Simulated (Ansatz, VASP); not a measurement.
# Cross-check of Sb (Antimony) between VASP and Ansatz, part 2 of 2

One calculation is typed for both programs; each brings its own data sets. How far apart do they land? Of the first pair: The structure shown is the start of the Ansatz relaxation below; VASP solves that cell, so the two are compared at the walk's first step.

VASP 6.6.1 and Ansatz 0.2.0.

So far. Step 7 (VASP: single point, LDA, start cell, pair 2): The run ends at a pressure of -0.54 GPa, with forces up to 0.12 eV/Å.

### Step 8. Side by side

What differs besides the data sets and the points named for the pairs above, as far as they apply: the data sets hold 30 valence electrons in Ansatz (on its default PAW (the set named soft_2) files) and 10 in VASP. Total energies have different zeros and are not compared.

Forces (eV/Å; atoms numbered as in POSCAR):

```csv
atom,"Ansatz x, y, z","VASP x, y, z"
Sb1,"0.000, 0.000, -0.066","0.000, 0.000, -0.122"
Sb2,"0.000, 0.000, 0.066","0.000, 0.000, 0.122"
```

The forces differ by 33 meV/Å r.m.s., which is 46.2 % of the r.m.s. force of 0.070 eV/Å (both taken over all components).

### Step 9. What the set-up changes

Further runs change the set-up of one program: Ansatz's method, potentials or start, or VASP's data sets, cutoff or form of LDA. The table gives that difference for each run.

```csv
run,r.m.s. force difference (meV/Å)
as above,33
VASP with a cutoff of 500 eV (perhaps on Ansatz's relaxed cell),32
```

### Step 10. VASP: zone-centre phonons, LDA

Second derivatives magnify differences that forces hide, and they need a tight electronic threshold. The cell compared in this pair holds 57.46 Å³, against 59.21 Å³ for the pair before.

INCAR reads:

```
SYSTEM = Sb
PREC = Accurate
ENCUT = 500
EDIFF = 1E-08
NELM = 120
ISMEAR = 0
SIGMA = 0.1
LREAL = .FALSE.
ALGO = Normal
GGA = CA
NBANDS = 11
LORBIT = 11
LWAVE = .FALSE.
LCHARG = .FALSE.
ISIF = 2
IBRION = 8
LASPH = .TRUE.
GGA_COMPAT = .FALSE.
KPAR = 2
```

POSCAR reads:

```
Sb
1.0
    2.1385515312      1.2346933022      3.6271245338
   -2.1385515312      1.2346933022      3.6271245338
    0.0000000000     -2.4693866045      3.6271245338
Sb
2
Direct
    0.2363417178      0.2363417178      0.2363417178
    0.7636582822      0.7636582822      0.7636582822
```

KPOINTS reads:

```
Automatic mesh
0
Gamma
6 6 6
0 0 0
```

The projector-augmented-wave data sets are Sb (LDA family, release 64).

On the command line:

```console
> mpirun -np 2 vasp_std
```

Numbers of over 12 decimals in the logs are rounded to 6 here.

Log:

```text
[... set-up lines as in an earlier step ...]
 entering main loop
       N       E                     dE             d eps       ncg     rms          rms(c)
DAV:   1     0.348468871780E+02    0.34847E+02   -0.35024E+03   704   0.693E+02
DAV:   2    -0.781612531559E+01   -0.42663E+02   -0.41969E+02   979   0.114E+02
DAV:   3    -0.964041573599E+01   -0.18243E+01   -0.18142E+01   854   0.268E+01
DAV:   4    -0.965926198809E+01   -0.18846E-01   -0.18829E-01   797   0.308E+00
[...]
DAV:  10    -0.963485973087E+01    0.41600E-07   -0.48906E-07   800   0.380E-03    0.325E-03
DAV:  11    -0.963485971550E+01    0.15369E-07   -0.35998E-08   794   0.108E-03    0.544E-04
DAV:  12    -0.963485971560E+01   -0.10328E-09   -0.30163E-09   472   0.346E-04
   1 F= -.96348597E+01 E0= -.96343183E+01  d E =-.108290E-02
 Linear response reoptimize wavefunctions to high precision
DAV:   1    -0.963485971562E+01   -0.15405E-10   -0.38128E-10   487   0.152E-04
 Linear response DOF=           2
 Linear response progress:
  Degree of freedom:   1/  2
[...]
RMM:   9    -0.255958551819E-01    0.11953E-08   -0.30843E-09  4336   0.121E-05    0.184E-06
 first order change of Fermi-energy  -0.58445E-04
 force on displaced ion       1 direction 1 :  -2.635  -0.000   0.001
 Linear response progress:
  Degree of freedom:   2/  2
       N       E                     dE             d eps       ncg     rms          rms(c)
RMM:   1    -0.270870105900E-01   -0.27087E-01    0.12618E-02  1337   0.123E+00
RMM:   2    -0.256823312944E-01    0.14047E-02   -0.17562E-03  1105   0.265E-01    0.478E-02
RMM:   3    -0.255898981199E-01    0.92433E-04   -0.44422E-05  1169   0.448E-02    0.286E-02
RMM:   4    -0.255235962404E-01    0.66302E-04   -0.25632E-05  1148   0.244E-02    0.675E-03
RMM:   5    -0.255308383305E-01   -0.72421E-05   -0.83048E-07  1181   0.500E-03    0.252E-03
RMM:   6    -0.255331433379E-01   -0.23050E-05   -0.73207E-08  1179   0.112E-03    0.694E-04
RMM:   7    -0.255324361677E-01    0.70717E-06    0.18009E-08  1202   0.316E-04    0.244E-04
RMM:   8    -0.255324782637E-01   -0.42096E-07    0.52064E-09  1204   0.606E-05    0.236E-05
RMM:   9    -0.255324880358E-01   -0.97721E-08   -0.50696E-11  1226   0.156E-05    0.111E-05
 first order change of Fermi-energy  -0.46585E-01
 force on displaced ion       1 direction 3 :   0.000   0.000  -4.881
 Linear response finished
```

From OUTCAR (step 10):

```text
  Total        0.4005786      0.4005786      0.4652201      0.0000000     -0.0000000      0.0000000
  in kB       11.1687804     11.1687804     12.9710909      0.0000000     -0.0000000      0.0000000
  external PRESSURE =      11.7695505 kB  Pullay stress =       0.0000000 kB

 POSITION                                       TOTAL-FORCE (eV/Angst)
 -----------------------------------------------------------------------------------
      0.00000     -0.00000      2.57172         0.000000      0.000000     -0.045747
      0.00000     -0.00000      8.30965         0.000000     -0.000000      0.045747
 -----------------------------------------------------------------------------------
    total drift:                               -0.000000      0.000000     -0.000000

[... 1 part as in an earlier step ...]

[... 1 further part left out ...]
```

### Step 11. Ansatz: zone-centre phonons, LDA

The same cell, functional (in two slightly different forms), mesh and smearing now go to Ansatz.

The cell is taken from a series of runs on this material, whose earlier steps may have relaxed, scaled, displaced or heated it; both programs get it as it stands.

input.yaml reads:

```yaml
crystal:
  lattice:
    - [2.1385515312, 1.2346933022, 3.6271245338]
    - [-2.1385515312, 1.2346933022, 3.6271245338]
    - [0.0, -2.4693866045, 3.6271245338]
  atoms:
    - { symbol: Sb, position: [0.2363417178, 0.2363417178, 0.2363417178] }
    - { symbol: Sb, position: [0.7636582822, 0.7636582822, 0.7636582822] }
kpoints:
  mp_grid: { grid: [6, 6, 6] }
hamiltonian:
  xc: lda
scf:
  occupations: { method: gaussian, width: 0.1 }
output:
  eigenvalues: true
basis:
  ecutwfc: 260.0
phonons:
  method: dfpt
```

On the command line:

```console
> ansatz run input.yaml --threads 8 --pin off --max-ram 14336MiB --backend cpu --events-out ev --progress --plain --runs-dir out
```

Log:

```text
[...]
Crystal: 2 atoms, lattice volume = 57.464 Å³
Basis set: ecut = 260 eV, 549 PW (Γ), exchange–correlation on 48×48×48 points (8 copies of the dense FFT grid, shifted against one another)
Bands: 19, of which v1, the nominal top of the filled ones, is band 15 counted from 1 (14 counted from 0)
Symmetry: 12 space group operations
[...]
k mesh reduced under 2 symmetry operations, with k and −k counted as one. Each operation leaves every solved perturbation unchanged. A smaller set is not used because it would not reduce the number of displacements times k-points to solve
  ASR residual: 4.870e-5 → 0.000e0 eV/Å²; symmetrization residual: 1.815e-5 eV/Å²
  ASR residual per site (eV/Å²): 4.87e-5 4.87e-5
  Γ frequencies (cm⁻¹): 0.00 0.00 0.00 111.57 111.57 150.85
  non-analytic LO–TO correction: not included (Born effective charges unavailable; polar crystals: no LO–TO splitting at Γ)
[key lines of the parts left out:]
SCF converged after 8 iterations
Free energy (F): -12670.304583 eV
Fermi energy:    10.534422 eV
```

### Step 12. Side by side

What differs besides the data sets and the points named for the pairs above, as far as they apply: the data sets hold 30 valence electrons in Ansatz (on its default PAW (the set named soft_2) files) and 10 in VASP; the cutoff is 260 eV in Ansatz and 500 eV in VASP. Total energies have different zeros and are not compared.

Both answers:

```csv
quantity,Ansatz,VASP,difference
optical mode 1 to 2 (cm⁻¹),111.6,108.5,+2.85 %
optical mode 3 (cm⁻¹),150.8,147.7,+2.16 %
```

Modes are paired by rising frequency, not by their patterns, so a pair may set unlike modes beside each other; they are those without the splitting of longitudinal modes.

### Step 13. Outcome

```
r.m.s. force difference (single point, LDA, start cell, pair 1)                                                   : 27 meV/Å
r.m.s. force difference (single point, LDA, start cell, pair 2)                                                   : 33 meV/Å
r.m.s. difference of the optical zone-centre modes, each program's sorted by frequency (zone-centre phonons, LDA) : 3.1 cm⁻¹
difference in optical mode 1 to 2 (zone-centre phonons, LDA)                                                      : +2.8 %
```

**Reading.** The r.m.s. force difference is 33 meV/Å (single point, LDA, start cell, pair 2), beyond the 12 meV/Å picked in this series as the mark of a large difference. The data sets hold unlike numbers of valence electrons (30 in Ansatz and 10 in VASP), so part of the differences comes from the potentials. Among the rows given in per cent, the largest difference of the zone-centre phonons, LDA pair is in optical mode 1 to 2, +2.8 %. 2 further runs of this series are not shown here. Such differences can come from data sets, numerical settings and the points named under the comparisons, not from the functional's error against experiment.

[Lines on the potential files, build, host, timing and source positions are cut from VASP's logs without a mark.]

[Logs are printed without paths, hosts, clocks, repeated set-up lines and the standing remarks that a program may print on its own settings, such as how far it seeks lower states.]

[Hosts, paths, dates, database ids (printed as entryN), source tags and the programs' standing remarks are cut or masked in the printed files.]

[Rows of further runs with another cutoff or data set may stand on the cell that Ansatz relaxed, not on the start cell of the pair above them.]
